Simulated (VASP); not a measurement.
Computed with LDA (Ceperley-Alder, Perdew-Zunger), VASP's LDA PAW potentials (set 64) (plane waves; VASP).

A VASP calculation is set up with these files.

POSCAR:
```
KMgF3
1
    3.9061191842     0.0000000000     0.0000000000
    0.0000000000     3.9061191842     0.0000000000
   -0.0000000000    -0.0000000000     3.9061191842
K Mg F
1 1 3
Direct
  0.0000000000   0.0000000000   0.0000000000
  0.5000000000   0.5000000000   0.5000000000
  0.5000000000   0.0000000000   0.5000000000
  0.0000000000   0.5000000000   0.5000000000
  0.5000000000   0.5000000000   0.0000000000
```

### INCAR
```
LCHARG  =  .FALSE.
NELM  =  100   # most electronic steps
LWAVE  =  .FALSE.
IBRION  =  2   # conjugate gradients
SIGMA  =  0.05
LASPH  =  .TRUE.   # aspherical one-centre terms
NSW  =  60
EDIFFG  =  -0.02   # ionic stop
ISMEAR  =  0   # Gaussian
PREC  =  Accurate
LREAL  =  .FALSE.
ENCUT  =  520
ALGO  =  Normal   # blocked Davidson
SYSTEM  =  KMgF3
ISIF  =  3   # ions, shape and volume
EDIFF  =  1E-6
```

KPOINTS:
```
Automatic mesh
0
gamma
  5 5 5
```

POTCAR, in this order: K_sv Mg F (LDA.64 set). Program: vasp_std.

Q: Predict the energy per atom (σ→0), volume per atom.

A: 
The energy per atom (σ→0) comes out as -5426 meV/atom and the volume per atom is 11.83 Å³/atom.

**OSZICAR**
```
...
DAV:   1    -0.271500336896E+02   -0.18719E-01   -0.35604E-01   432   0.581E+00    0.104E+00
DAV:   2    -0.271333871486E+02    0.16647E-01   -0.78207E-02   440   0.227E+00    0.194E-01
DAV:   3    -0.271324820784E+02    0.90507E-03   -0.17142E-03   596   0.377E-01    0.114E-01
DAV:   4    -0.271323055147E+02    0.17656E-03   -0.60825E-04   724   0.163E-01    0.909E-02
DAV:   5    -0.271323214984E+02   -0.15984E-04   -0.80540E-05   628   0.760E-02    0.228E-02
DAV:   6    -0.271323158031E+02    0.56953E-05   -0.25813E-05   616   0.447E-02    0.550E-03
DAV:   7    -0.271323165667E+02   -0.76361E-06   -0.22706E-06   424   0.798E-03
   2 F= -.27132317E+02 E0= -.27132317E+02  d E =-.100194E-02
```

The compound is KMgF3 in the cubic perovskite structure. This run relaxes it. Symmetry was kept, so distortions that lower it aren't found. The start is the result of an earlier pass.
